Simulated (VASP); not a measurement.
A 71-atom supercell of AlN (wurtzite) holds Si on the Al site with a neighbouring N vacancy in charge state +1. It is relaxed twice, with the total moment held at 1 and at 3 μB. Level of theory: PBE GGA, VASP's PBE PAW potentials (set 64) (plane waves; VASP 6.6.1). Settings: PREC = Normal, LREAL = Auto, ISYM = 0, NELECT = 283.0, EDIFF = 1E-5, 400 eV cut-off, 1×1×1 Γ-centred mesh, Gaussian smearing of 0.050 eV, potentials Al N Si.

The cell is charged, with a uniform compensating background. The supercell is sampled at Γ alone, which is coarse: total energies, pressure and levels can be off, energies of defects by several tenths of an eV.

Problem. Which spin state lies lower, and by how much?

Solution. The state with 1 μB lies lower, by 3.30 eV.

The cell is a supercell with a defect, built from AlN (wurtzite).
